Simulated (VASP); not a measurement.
Level of theory: PBEsol GGA, VASP's PBE PAW potentials (set 64) (plane waves; VASP).

VASP ran on this input.

File KPOINTS:
```
Automatic mesh
0
Gamma
11 11 1
0 0 0
```

INCAR:
```
ALGO = Normal
DIPOL = 0.5 0.5 0.5
EDIFF = 1E-5
EDIFFG = -0.03
ENCUT = 400
GGA = PS
IBRION = 2
IDIPOL = 3
ISIF = 2
ISMEAR = 1
LASPH = .True.
LCHARG = .False.
LDIPOL = .True.
LMAXMIX = 6
LREAL = .False.
LWAVE = .True.
NELM = 100
NELMIN = 4
NSW = 50
PREC = Normal
SIGMA = 0.1
SYSTEM = W(110) slab
```

File POSCAR:
```
W(110) slab
1
    2.7342246652    -0.0000000000    -0.0000000000
   -0.9114078887     2.5778518005     0.0000000000
    0.0000000000     0.0000000000    26.1491875659
W
5
Direct
  0.5000000000   0.5000000000   0.3292500000
  0.0000000000   0.0000000000   0.4146250000
  0.5000000000   0.5000000000   0.5000000000
  0.0000000000   0.0000000000   0.5853750000
  0.5000000000   0.5000000000   0.6707500000
```

POTCAR, in this order: W_sv (PBE.64 set). Program: vasp_std.

What VASP printed:

### OUTCAR
```
 ion  position               nearest neighbor table
   1  0.500  0.500  0.329-   2 2.73   2 2.73   2 3.16   2 3.16
   2  0.000  0.000  0.415-   1 2.73   3 2.73   1 2.73   3 2.73   1 3.16   3 3.16   1 3.16   3 3.16
  LATTYP: Found a base centered orthorhombic cell.
 ALAT       =     3.1572109378
 B/A-ratio  =     1.4142133783
 C/A-ratio  =     8.2823694966
 Subroutine PRICEL returns:
 Original cell was already a primitive cell.
 Subroutine GETGRP returns: Found  8 space group operations
The static configuration has the point symmetry D_2h.
The dynamic configuration has the point symmetry D_2h.
 Subroutine INISYM returns: Found  8 space group operations
 Subroutine IBZKPT returns following result:
 Found     36 irreducible k-points:

 Following reciprocal coordinates:
            Coordinates               Weight
  0.000000  0.000000  0.000000      1.000000
  0.090909 -0.000000  0.000000      4.000000
  0.181818 -0.000000  0.000000      4.000000
  0.272727 -0.000000  0.000000      4.000000
  0.363636  0.000000  0.000000      4.000000
  0.454545  0.000000  0.000000      4.000000
  0.090909  0.090909  0.000000      2.000000
  0.181818  0.090909  0.000000      4.000000
  0.272727  0.090909  0.000000      4.000000
  0.363636  0.090909  0.000000      4.000000
  0.454545  0.090909  0.000000      4.000000
 -0.454545  0.090909  0.000000      4.000000
 -0.363636  0.090909  0.000000      4.000000
 -0.272727  0.090909  0.000000      4.000000
 -0.181818  0.090909  0.000000      4.000000
 -0.090909  0.090909  0.000000      2.000000
  0.181818  0.181818  0.000000      2.000000
  0.272727  0.181818  0.000000      4.000000
  0.363636  0.181818  0.000000      4.000000
  0.454545  0.181818  0.000000      4.000000
 -0.454545  0.181818  0.000000      4.000000
 -0.363636  0.181818  0.000000      4.000000
...
```

**OSZICAR**
```
       N       E                     dE             d eps       ncg     rms          rms(c)
DAV:   1     0.789803773705E+03    0.78980E+03   -0.40751E+04  3720   0.141E+03
DAV:   2    -0.358036305801E+02   -0.82561E+03   -0.81319E+03  3418   0.484E+02
DAV:   3    -0.685617952386E+02   -0.32758E+02   -0.31939E+02  3780   0.986E+01
DAV:   4    -0.697243811748E+02   -0.11626E+01   -0.11480E+01  3976   0.172E+01
DAV:   5    -0.697665038658E+02   -0.42123E-01   -0.41500E-01  4216   0.304E+00    0.451E+01
DAV:   6    -0.677027699495E+02    0.20637E+01   -0.18794E+01  4040   0.256E+01    0.190E+01
DAV:   7    -0.866650985382E+02   -0.18962E+02   -0.13874E+02  4404   0.516E+01    0.211E+01
DAV:   8    -0.652009786651E+02    0.21464E+02   -0.17696E+02  4246   0.317E+01    0.247E+00
DAV:   9    -0.659006895386E+02   -0.69971E+00   -0.90770E+00  3850   0.909E+00    0.227E+00
DAV:  10    -0.659127394370E+02   -0.12050E-01   -0.31672E-01  3910   0.182E+00    0.198E+00
DAV:  11    -0.658412961889E+02    0.71443E-01   -0.13073E-01  3994   0.236E+00    0.135E+00
DAV:  12    -0.658191452178E+02    0.22151E-01   -0.45529E-02  4018   0.184E+00    0.102E+00
DAV:  13    -0.658015874090E+02    0.17558E-01   -0.19523E-01  3974   0.337E+00    0.436E-01
DAV:  14    -0.657980237612E+02    0.35636E-02   -0.21691E-02  3854   0.111E+00    0.169E-01
DAV:  15    -0.657974153680E+02    0.60839E-03   -0.51696E-03  4108   0.536E-01    0.427E-02
DAV:  16    -0.657974993833E+02   -0.84015E-04   -0.57998E-04  3918   0.141E-01    0.358E-02
DAV:  17    -0.657975456186E+02   -0.46235E-04   -0.75328E-05  3512   0.570E-02    0.330E-02
DAV:  18    -0.657975344244E+02    0.11194E-04   -0.13962E-04  3366   0.101E-01    0.175E-02
DAV:  19    -0.657976083871E+02   -0.73963E-04   -0.34156E-05  2670   0.344E-02    0.103E-02
DAV:  20    -0.657976418839E+02   -0.33497E-04   -0.66451E-06  2062   0.198E-02    0.691E-03
DAV:  21    -0.657976629211E+02   -0.21037E-04   -0.98947E-06  2448   0.223E-02    0.298E-03
DAV:  22    -0.657976736425E+02   -0.10721E-04   -0.24522E-06  1822   0.772E-03    0.201E-03
DAV:  23    -0.657976781227E+02   -0.44802E-05   -0.81013E-07  1764   0.366E-03
   1 F= -.65797678E+02 E0= -.65799370E+02  d E =-.657977E+02
       N       E                     dE             d eps       ncg     rms          rms(c)
DAV:   1    -0.656388174464E+02    0.15886E+00   -0.13651E+01  3412   0.465E+01    0.142E+00
DAV:   2    -0.658462826350E+02   -0.20747E+00   -0.22464E+00  3048   0.914E+00    0.101E+00
DAV:   3    -0.658440479799E+02    0.22347E-02   -0.88915E-02  3850   0.215E+00    0.572E-01
DAV:   4    -0.658629603071E+02   -0.18912E-01   -0.17928E-01  4038   0.358E+00    0.611E-01
DAV:   5    -0.658418016770E+02    0.21159E-01   -0.97976E-02  4080   0.230E+00    0.114E-01
DAV:   6    -0.658417311231E+02    0.70554E-04   -0.59590E-03  4070   0.570E-01    0.110E-01
DAV:   7    -0.658415199519E+02    0.21117E-03   -0.12829E-03  3822   0.337E-01    0.351E-02
DAV:   8    -0.658415165188E+02    0.34331E-05   -0.15069E-04  3864   0.100E-01    0.143E-02
DAV:   9    -0.658415182212E+02   -0.17024E-05   -0.17937E-05  2312   0.330E-02
   2 F= -.65841518E+02 E0= -.65842244E+02  d E =-.438401E-01
       N       E                     dE             d eps       ncg     rms          rms(c)
DAV:   1    -0.658414192732E+02    0.97246E-04   -0.93466E-03  3442   0.122E+00    0.381E-02
DAV:   2    -0.658415590724E+02   -0.13980E-03   -0.14913E-03  3080   0.238E-01    0.270E-02
DAV:   3    -0.658415603398E+02   -0.12673E-05   -0.83679E-05  3306   0.706E-02    0.176E-02
DAV:   4    -0.658415685380E+02   -0.81983E-05   -0.13639E-04  3342   0.971E-02    0.162E-02
DAV:   5    -0.658415582242E+02    0.10314E-04   -0.59230E-05  2904   0.622E-02    0.353E-03
DAV:   6    -0.658415585794E+02   -0.35515E-06   -0.45435E-06  1984   0.179E-02
   3 F= -.65841559E+02 E0= -.65842250E+02  d E =-.438805E-01
       N       E                     dE             d eps       ncg     rms          rms(c)
DAV:   1    -0.658359963896E+02    0.55618E-02   -0.68947E-01  3438   0.108E+01    0.248E-01
DAV:   2    -0.658460024040E+02   -0.10006E-01   -0.11136E-01  3060   0.213E+00    0.186E-01
DAV:   3    -0.658461378292E+02   -0.13543E-03   -0.10147E-02  3936   0.917E-01    0.145E-01
DAV:   4    -0.658456708809E+02    0.46695E-03   -0.33224E-03  4042   0.458E-01    0.912E-02
DAV:   5    -0.658456701496E+02    0.73125E-06   -0.45436E-04  3620   0.197E-01    0.169E-02
DAV:   6    -0.658456653803E+02    0.47693E-05   -0.91430E-05  3420   0.718E-02
   4 F= -.65845665E+02 E0= -.65846346E+02  d E =-.410680E-02
       N       E                     dE             d eps       ncg     rms          rms(c)
DAV:   1    -0.657651489326E+02    0.80521E-01   -0.62019E+00  3434   0.323E+01    0.755E-01
DAV:   2    -0.658558551036E+02   -0.90706E-01   -0.10112E+00  3046   0.642E+00    0.568E-01
DAV:   3    -0.658568549962E+02   -0.99989E-03   -0.93297E-02  3944   0.294E+00    0.435E-01
DAV:   4    -0.658528535432E+02    0.40015E-02   -0.30081E-02  4072   0.137E+00    0.276E-01
DAV:   5    -0.658528031366E+02    0.50407E-04   -0.39558E-03  3576   0.597E-01    0.494E-02
DAV:   6    -0.658527655514E+02    0.37585E-04   -0.68736E-04  3650   0.175E-01    0.252E-02
DAV:   7    -0.658527671359E+02   -0.15845E-05   -0.75838E-05  3610   0.771E-02
   5 F= -.65852767E+02 E0= -.65853355E+02  d E =-.112086E-01
       N       E                     dE             d eps       ncg     rms          rms(c)
DAV:   1    -0.658418599919E+02    0.10906E-01   -0.82049E-01  3434   0.118E+01    0.276E-01
DAV:   2    -0.658536436985E+02   -0.11784E-01   -0.13204E-01  3046   0.232E+00    0.203E-01
DAV:   3    -0.658538422027E+02   -0.19850E-03   -0.10790E-02  3926   0.960E-01    0.155E-01
DAV:   4    -0.658533707119E+02    0.47149E-03   -0.39523E-03  4034   0.505E-01    0.102E-01
DAV:   5    -0.658533615596E+02    0.91523E-05   -0.58206E-04  3758   0.232E-01    0.188E-02
DAV:   6    -0.658533559048E+02    0.56548E-05   -0.11032E-04  3444   0.790E-02    0.140E-02
DAV:   7    -0.658533546275E+02    0.12773E-05   -0.18181E-05  2426   0.446E-02
   6 F= -.65853355E+02 E0= -.65853889E+02  d E =-.117960E-01
```

File OUTCAR:
```
------------------------ aborting loop because EDIFF is reached ----------------------------------------
  FORCE on cell =-STRESS in cart. coord.  units (eV):
  Direction    XX          YY          ZZ          XY          YZ          ZX
  --------------------------------------------------------------------------------------
  Total       -3.6335783     -3.8643864     -0.0553974     -0.3264122      0.0000000      0.0000000
  in kB      -31.5860097    -33.5923804     -0.4815589     -2.8374397      0.0000000      0.0000000
  external PRESSURE =     -21.8866497 kB  Pullay stress =       0.0000000 kB
  volume of cell :      184.31
      direct lattice vectors                 reciprocal lattice vectors
     2.734224665  0.000000000  0.000000000     0.365734394  0.129306584  0.000000000
    -0.911407889  2.577851800  0.000000000     0.000000000  0.387919895  0.000000000
     0.000000000  0.000000000 26.149187566     0.000000000  0.000000000  0.038242106
 POSITION                                       TOTAL-FORCE (eV/Angst)
 -----------------------------------------------------------------------------------
      0.91141      1.28893      8.68867        -0.000000      0.000000     -0.010608
      2.73422      0.00000     10.84111         0.000000      0.000000      0.014469
      0.91141      1.28893     13.07459         0.000000      0.000000      0.000000
      0.00000      0.00000     15.30807         0.000000      0.000000     -0.014469
      0.91141      1.28893     17.46052        -0.000000     -0.000000      0.010608
 -----------------------------------------------------------------------------------
    total drift:                                0.000000      0.000000      0.000000
  FREE ENERGIE OF THE ION-ELECTRON SYSTEM (eV)
  ---------------------------------------------------
  free  energy   TOTEN  =       -65.8533546275 eV

  energy  without entropy=      -65.8549572653  energy(sigma->0) =      -65.85388884

 reached required accuracy - stopping structural energy minimisation
```
(Selected blocks of OUTCAR.)

**CONTCAR**
```
W(110) slab
   1.00000000000000
     2.7342246652000002    0.0000000000000000    0.0000000000000000
    -0.9114078887000000    2.5778518005000000    0.0000000000000000
     0.0000000000000000    0.0000000000000000   26.1491875659000002
  W
     5
Direct
     0.5000000000000000    0.5000000000000000    0.3322730750395840
     1.0000000000000000    0.0000000000000000    0.4145870564579822
     0.5000000000000000    0.5000000000000000    0.5000000000000000
     0.0000000000000000    0.0000000000000000    0.5854129435420179
     0.5000000000000000    0.5000000000000000    0.6677269249604157
```

File OUTCAR:
```
 val. band max:        2.0760189520   @ k =   0.0000   0.0000   0.0000

 cond. band min:       2.1290625733   @ k =   0.0000   0.0000   0.0000


 Fermi energy:         2.0998801976

 k-point     1 :       0.0000    0.0000    0.0000
  band No.  band energies     occupation
      1     -71.9834      2.00000
      2     -71.9597      2.00000
      3     -71.8674      2.00000
      4     -71.7840      2.00000
      5     -71.7820      2.00000
      6     -36.8074      2.00000
      7     -36.6009      2.00000
      8     -36.1991      2.00000
      9     -35.9526      2.00000
     10     -35.8688      2.00000
     11     -35.8113      2.00000
     12     -35.6484      2.00000
     13     -35.5910      2.00000
     14     -35.5908      2.00000
     15     -35.5816      2.00000
     16     -35.5184      2.00000
     17     -35.4649      2.00000
     18     -35.4483      2.00000
     19     -35.3354      2.00000
     20     -35.3354      2.00000
     21      -7.2159      2.00000
     22      -6.1680      2.00000
     23      -4.7806      2.00000
     24      -4.1152      2.00000
     25      -4.0655      2.00000
     26      -1.3925      2.00000
     27      -0.9924      2.00000
     28      -0.2076      2.00000
     29       0.4144      2.00000
     30       0.5042      2.00000
     31       0.7011      2.00000
     32       0.8433      2.00000
     33       0.8961      2.00000
     34       0.9644      2.00000
     35       1.1478      2.00000
     36       2.0760      1.39139
     37       2.1291      0.52862
     38       2.8909     -0.00000
     39       3.7832     -0.00000
     40       3.9697     -0.00000
     41       3.9975     -0.00000
     42       4.1437      0.00000

 k-point     2 :       0.0909   -0.0000    0.0000
  band No.  band energies     occupation
      1     -71.9757      2.00000
      2     -71.9532      2.00000
      3     -71.8628      2.00000
      4     -71.7795      2.00000
      5     -71.7777      2.00000
      6     -36.7785      2.00000
...
```

Unless said otherwise, spin-orbit coupling is left out, though it shifts the bands of the heavy elements here.

The cell is a thin slab with vacuum, built from W (bcc): (110) face.
